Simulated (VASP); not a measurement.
Given:

```
CELL_PARAMETERS angstrom
      3.14925     0.00000     0.00000
      0.00000     3.14925     0.00000
      0.00000     0.00000     3.14925
ATOMIC_POSITIONS crystal
  Zn 0.50000 0.50000 0.50000
  Au 0.00000 0.00000 0.00000
```

Calculation: revTPSS meta-GGA, VASP's PBE PAW potentials (set 64) (plane waves; VASP). Numerical set-up: 520 eV cut-off, 12×12×12 Γ-centred mesh, first-order Methfessel-Paxton smearing of 0.10 eV, potentials Zn Au.

Question: Give the stress tensor in GPa (positive for a compressed cell).

Answer: 
```
-4.04   0.00   0.00
 0.00  -4.04   0.00
 0.00   0.00  -4.04
```
The pressure is its mean diagonal, -4.04 GPa.

The compound is AuZn in the CsCl type structure. This cell is one point of a volume scan, at 1.03 of the reference volume. The electron count is odd and the run is not spin-polarised, which forces a metal.
